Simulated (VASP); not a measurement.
# Ca3SiSe (P6/mmm) in VASP: single point with PBE

Aim: the single point of Ca3SiSe with PBE.

Program: VASP 6.6.1. These are calculated values, not measurements. Logs are shortened: lines on timing, memory, paths and dates and some standing lists are left out, and cuts for length are marked.

## Step 1: The cell of the first run

Symmetry: P6/mmm, No. 191, hexagonal system. Conventional cell: a = 6.779 Å, b = 6.779 Å, c = 4.845 Å, α = 90.00°, β = 90.00°, γ = 120.00°. Ca (site symmetry mmm) has 4 Ca at 3.39 Å and 2 Se at 3.39 Å as nearest neighbours. Around Si (site symmetry 6/mmm) lie 2 Se at 2.42 Å. Se (site symmetry 6/mmm) is surrounded by 2 Si at 2.42 Å.

The cell was built by a generator and needn't be a form met in nature.

## Step 2: Single point, PBE (random cell by space group and Wyckoff sites (P6/mmm, No. 191))

Contents of INCAR:

```
  PREC = Accurate
  ENCUT = 520
  EDIFF = 1E-6
  ISMEAR = 0
  SIGMA = 0.1
  LREAL = False
  LASPH = True
  NELM = 60
  ALGO = Fast
  ISIF = 2
  LWAVE = False
  LCHARG = True
  GGA = PE
  LELF = True
  LVHAR = True
  NBANDS = 28
```

Contents of KPOINTS:

```
regular mesh
0
Gamma
  9 9 8
```

Contents of POSCAR:

```
Ca3SiSe
1.0
    6.7788321066      0.0000000000      0.0000000000
   -3.3894160533      5.8706408123      0.0000000000
    0.0000000000      0.0000000000      4.8452519134
Ca Si Se
3 1 1
Direct
    0.5000000000      0.0000000000      0.0000000000
    0.0000000000      0.5000000000      0.0000000000
    0.5000000000      0.5000000000      0.0000000000
    0.0000000000      0.0000000000      0.5000000000
    0.0000000000      0.0000000000      0.0000000000
```

Potentials or basis: VASP PAW PBE potentials, release 64 (Ca_sv, Si, Se).

The run is started by

```console
> cat potpaw_PBE.64/Ca_sv/POTCAR potpaw_PBE.64/Si/POTCAR potpaw_PBE.64/Se/POTCAR > POTCAR
> mpirun -np 1 vasp_std > vasp.out
```

OUTCAR:

```text
PREC = Accurate
   ENCUT = 520
   EDIFF = 1E-6
   ISMEAR = 0
   LREAL = False
   LASPH = True
   NELM = 60
   ISIF = 2
   GGA = PE

 ion  position               nearest neighbor table
   1  0.500  0.000  0.000-
   2  0.000  0.500  0.000-
   3  0.500  0.500  0.000-
   4  0.000  0.000  0.500-   5 2.42   5 2.42
   5  0.000  0.000  0.000-   4 2.42   4 2.42

  LATTYP: Found a hexagonal cell.
 ALAT       =     6.7788321066
 C/A-ratio  =     0.7147620471

  Lattice vectors:

 A1 = (   6.7788321066,   0.0000000000,   0.0000000000)
 A2 = (  -3.3894160533,   5.8706408123,   0.0000000000)
 A3 = (   0.0000000000,   0.0000000000,   4.8452519134)

Analysis of symmetry for initial positions (statically):
=====================================================================
 Subroutine PRICEL returns:
 Original cell was already a primitive cell.

 Routine SETGRP: Setting up the symmetry group for a
 hexagonal supercell.

 Subroutine GETGRP returns: Found 24 space group operations
 (whereof 24 operations were pure point group operations)
 out of a pool of 24 trial point group operations.

The static configuration has the point symmetry D_6h.

Analysis of symmetry for dynamics (positions and initial velocities):
=====================================================================
 Subroutine PRICEL returns:
 Original cell was already a primitive cell.

 Routine SETGRP: Setting up the symmetry group for a
 hexagonal supercell.

 Subroutine GETGRP returns: Found 24 space group operations
 (whereof 24 operations were pure point group operations)
 out of a pool of 24 trial point group operations.

The dynamic configuration has the point symmetry D_6h.

 Subroutine INISYM returns: Found 24 space group operations
 (whereof 24 operations are pure point group operations),
 and found     1 'primitive' translations

----------------------------------------------------------------------------------------

                                     Primitive cell

  volume of cell :     192.8221

  direct lattice vectors                    reciprocal lattice vectors
     6.778832107  0.000000000  0.000000000     0.147518036  0.085169578  0.000000000
    -3.389416053  5.870640812  0.000000000     0.000000000  0.170339156  0.000000000
     0.000000000  0.000000000  4.845251913     0.000000000  0.000000000  0.206387618

  length of vectors
     6.778832107  6.778832107  4.845251913     0.170339156  0.170339156  0.206387618

  position of ions in fractional coordinates (direct lattice)
     0.500000000  0.000000000  0.000000000
     0.000000000  0.500000000  0.000000000
     0.500000000  0.500000000  0.000000000
     0.000000000  0.000000000  0.500000000
     0.000000000  0.000000000  0.000000000

  ion indices of the primitive-cell ions
   primitive index   ion index
                 1           1
                 2           2
                 3           3
                 4           4
                 5           5

----------------------------------------------------------------------------------------

 KPOINTS: regular mesh

Automatic generation of k-mesh.
 Grid dimensions read from file:
 generate k-points for:    9    9    8

 Generating k-lattice:

  Cartesian coordinates                     Fractional coordinates (reciprocal lattice)
     0.016390893  0.009463286  0.000000000     0.111111111  0.000000000  0.000000000
     0.000000000  0.018926573  0.000000000     0.000000000  0.111111111  0.000000000
     0.000000000  0.000000000  0.025798452     0.000000000  0.000000000  0.125000000

  Length of vectors
     0.018926573  0.018926573  0.025798452

  Shift w.r.t. Gamma in fractional coordinates (k-lattice)
     0.000000000  0.000000000  0.000000000

 Subroutine IBZKPT returns following result:
 ===========================================

 Found     60 irreducible k-points:

 Following reciprocal coordinates:
            Coordinates               Weight
  0.000000  0.000000  0.000000      1.000000
  0.111111 -0.000000  0.000000      6.000000
  0.222222 -0.000000  0.000000      6.000000
  0.333333  0.000000  0.000000      6.000000
  0.444444 -0.000000  0.000000      6.000000
  0.111111  0.111111  0.000000      6.000000
[... 16 lines left out ...]
  0.333333  0.222222  0.125000     24.000000
  0.333333  0.333333  0.125000      4.000000
 [... further k-points ...]
   k-points           NKPTS =     60   k-points in BZ     NKDIM =     60   number of bands    NBANDS=     28
   number of dos      NEDOS =    301   number of ions     NIONS =      5
   total plane-waves  NPLWV =  90000
   dimension x,y,z NGX =    50 NGY =   50 NGZ =   36
   dimension x,y,z NGXF=   100 NGYF=  100 NGZF=   72
   ions per type =               3   1   1
   NGX,Y,Z   is equivalent  to a cutoff of  12.26, 12.26, 12.35 a.u.
   NGXF,Y,Z  is equivalent  to a cutoff of  24.52, 24.52, 24.70 a.u.
 SYSTEM =  unknown system
   PREC   = accura    normal or accurate (medium, high low for compatibility)
   ISTART =      0    job   : 0-new  1-cont  2-samecut
   ICHARG =      2    charge: 1-file 2-atom 10-const
   ISPIN  =      1    spin polarized calculation?
   LNONCOLLINEAR =      F non collinear calculations
   LSORBIT =      F    spin-orbit coupling
   LASPH  =      T    aspherical Exc in radial PAW
   ENCUT  =  520.0 eV  38.22 Ry    6.18 a.u.  12.60 12.60  9.01*2*pi/ulx,y,z
   NELM   =     60;   NELMIN=  2; NELMDL= -5     # of ELM steps
   EDIFF  = 0.1E-05   stopping-criterion for ELM
   LREAL  =      F    real-space projection
   EDIFFG = 0.1E-04   stopping-criterion for IOM
   NSW    =      0    number of steps for IOM
   IBRION =     -1    ionic relax: 0-MD 1-quasi-New 2-CG
   NFREE  =      0    steps in history (QN), initial steepest desc. (CG)
   ISIF   =      2    stress and relaxation
   ISYM   =      2    0-nonsym 1-usesym 2-fastsym
   POTIM  = 0.5000    time-step for ionic-motion
   TEBEG  =    0.0;   TEEND  =   0.0 temperature during run
   PSTRESS=    0.0 pullay stress
   NELECT =      40.0000    total number of electrons
   NUPDOWN=      -1.0000    fix difference up-down
   EMIN   =  10.00;   EMAX   =-10.00  energy-range for DOS
   EFERMI =   0.00;   METHOD = LEGACY
   ISMEAR =     0;   SIGMA  =   0.10  broadening in eV -4-tet -1-fermi 0-gaus
   EFERMI_NEDOS =   21; number of points for ismear=-14 and -15
   IALGO  =     68    algorithm
   IMIX   =      4    mixing-type and parameters
     AMIX     =   0.40;   BMIX     =  1.00
     AMIX_MAG =   1.60;   BMIX_MAG =  1.00
  volume/ion in A,a.u.               =      38.56       260.25
  Fermi-wavevector in a.u.,A,eV,Ry     =   0.969116  1.831364 12.778408  0.939186
  Thomas-Fermi vector in A             =   2.099142
   LORBIT       =      0    0 simple, 1 ext, 2 COOP (PROOUT), +10 PAW based schemes
   GGA     = PE    functional components
   LHFCALC =     F    Hartree Fock is set to
   AEXX    =    0.0000 exact exchange contribution
   IVDW    =     0    specifies the selected vdW correction
   LEPSILON=     F    determine dielectric tensor
   LRPA    =     F    only Hartree local field effects (RPA)
 non-spin polarized calculation
 RMM-DIIS sequential band-by-band and
 Gauss-broadening in eV      SIGMA  =   0.10
  energy-cutoff  :      520.00
  volume of cell :      192.82
 maximum number of plane-waves:      5268
   NGX = 25   NGY = 25   NGZ = 19

 number of electron      40.0000000 magnetization

 Free energy of the ion-electron system (eV)
  ---------------------------------------------------
  ext. energy  EPLUGINS =         0.00000000
  ---------------------------------------------------
  free energy    TOTEN  =       -13.48326682 eV

  energy without entropy =      -13.46529338  energy(sigma->0) =      -13.47428010

 E-fermi :   2.2366     XC(G=0):  -7.6552

 val. band max:        2.2321349823   @ k =   0.3333   0.0000   0.5000
 cond. band min:       2.2416465442   @ k =   0.1111  -0.0000   0.2500
 fundamental gap:      0.0095115620
 Fermi energy:         2.2366065645

 k-point     1 :       0.0000    0.0000    0.0000
  band No.  band energies     occupation
      1     -40.1769      2.00000
      2     -40.1357      2.00000
      3     -40.1357      2.00000
      4     -21.3357      2.00000
      5     -21.2623      2.00000
      6     -21.2623      2.00000
[... 20 lines left out ...]
     27       3.7574      0.00000
     28       3.7751      0.00000

 k-point     2 :       0.1111   -0.0000    0.0000
  band No.  band energies     occupation
      1     -40.1758      2.00000
      2     -40.1368      2.00000
      3     -40.1357      2.00000
      4     -21.3272      2.00000
      5     -21.2610      2.00000
      6     -21.2566      2.00000
[... 20 lines left out ...]
     27       3.7964      0.00000
     28       3.8421      0.00000

 k-point     3 :       0.2222   -0.0000    0.0000
  band No.  band energies     occupation
      1     -40.1727      2.00000
      2     -40.1399      2.00000
      3     -40.1357      2.00000
      4     -21.3059      2.00000
      5     -21.2540      2.00000
      6     -21.2402      2.00000
[... 20 lines left out ...]
     27       3.9130      0.00000
     28       4.0170      0.00000

 k-point     4 :       0.3333    0.0000    0.0000
  band No.  band energies     occupation
      1     -40.1683      2.00000
      2     -40.1445      2.00000
      3     -40.1357      2.00000
      4     -21.2881      2.00000
      5     -21.2290      2.00000
      6     -21.2158      2.00000
[... 578 lines left out ...]
     27       4.1663      0.00000
     28       4.2726      0.00000

 k-point    23 :       0.3333    0.2222    0.1250
  band No.  band energies     occupation
      1     -40.1610      2.00000
      2     -40.1516      2.00000
      3     -40.1357      2.00000
      4     -21.2525      2.00000
      5     -21.2220      2.00000
      6     -21.1750      2.00000
[... 20 lines left out ...]
     27       4.2099      0.00000
     28       4.3538      0.00000

 k-point    24 :       0.3333    0.3333    0.1250
  band No.  band energies     occupation
      1     -40.1563      2.00000
      2     -40.1563      2.00000
      3     -40.1357      2.00000
      4     -21.2315      2.00000
      5     -21.2113      2.00000
      6     -21.2113      2.00000
[... 20 lines left out ...]
     27       4.1004      0.00000
     28       4.4057      0.00000

 [... further k-points ...]

------------------------ aborting loop because EDIFF is reached ----------------------------------------

  FORCE on cell =-STRESS in cart. coord.  units (eV):
  Direction    XX          YY          ZZ          XY          YZ          ZX
  --------------------------------------------------------------------------------------
  -------------------------------------------------------------------------------------
  Total        0.0325525      0.0325525      0.0431862      0.0000000      0.0000000      0.0000000
  in kB        0.2704823      0.2704823      0.3588386      0.0000000      0.0000000      0.0000000
  external PRESSURE =       0.2999344 kB  Pullay stress =       0.0000000 kB

 VOLUME and BASIS-vectors are now :
 -----------------------------------------------------------------------------
  energy-cutoff  :      520.00
  volume of cell :      192.82
      direct lattice vectors                 reciprocal lattice vectors
     6.778832107  0.000000000  0.000000000     0.147518036  0.085169578  0.000000000
    -3.389416053  5.870640812  0.000000000     0.000000000  0.170339156  0.000000000
     0.000000000  0.000000000  4.845251913     0.000000000  0.000000000  0.206387618

 POSITION                                       TOTAL-FORCE (eV/Angst)
 -----------------------------------------------------------------------------------
      3.38942      0.00000      0.00000        -0.000000      0.000000      0.000000
     -1.69471      2.93532      0.00000        -0.000000      0.000000      0.000000
      1.69471      2.93532      0.00000         0.000000      0.000000      0.000000
      0.00000      0.00000      2.42263        -0.000000      0.000000      0.000000
      0.00000      0.00000      0.00000        -0.000000      0.000000      0.000000
 -----------------------------------------------------------------------------------
    total drift:                               -0.000000      0.000000     -0.000000

  FREE ENERGIE OF THE ION-ELECTRON SYSTEM (eV)
  ---------------------------------------------------
  free  energy   TOTEN  =       -13.4832668164 eV

  energy  without entropy=      -13.4652933836  energy(sigma->0) =      -13.47428010
```

Run time: 3.5 min. Hardware: 1 thread of Intel Xeon 6975P-C (Granite Rapids), shared host; peak memory 0.5 GiB.

Results:

```yaml
Free_energy: -13.4833 eV
Pressure: 0.0 GPa
Band_gap_on_the_k_mesh: none (metal or under the smearing width)
```

Levels at points of the mesh, in eV from the Fermi level:
```
           k point  band 17  band 18  band 19  band 20  band 21  band 22  band 23  band 24
(0.00, 0.00, 0.00)    -4.24    -2.59    -0.13    -0.13     0.56     0.81     1.07     1.24
(0.00, 0.00, 0.50)    -1.88    -1.18    -1.18    -0.37     0.15     0.29     0.29     1.17
```
